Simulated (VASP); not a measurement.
Consider the following.

```yaml
crystal:
  lattice:
    - [-1.69028, 1.69028, 1.69028]
    - [1.69028, -1.69028, 1.69028]
    - [1.69028, 1.69028, -1.69028]
  atoms:
    - { symbol: Ta, position: [0.00000, 0.00000, 0.00000] }
```

The numbers are results of vdW-DF2, VASP's PBE PAW potentials (set 64) (plane waves; VASP), not measurements. Settings: 520 eV cut-off, 14×14×14 Γ-centred mesh, first-order Methfessel-Paxton smearing of 0.10 eV, potentials Ta_pv.

Unless said otherwise, spin-orbit coupling is left out, though it shifts the bands of the heavy elements here.

Problem. What does the run give for the energy per atom (σ→0), band gap (on the k-mesh) with the smallest direct gap where there is one?

Solution. 
The band gap (on the k-mesh) comes out as none (metal, semimetal or under 0.01 eV) and the energy per atom (σ→0) is -7.963 eV/atom.

The absolute energy has meaning only against runs of the same code, potentials and settings.

The compound is Ta in the bcc structure. It was relaxed first, which changed the volume by +8 %. The start is the result of an earlier pass.
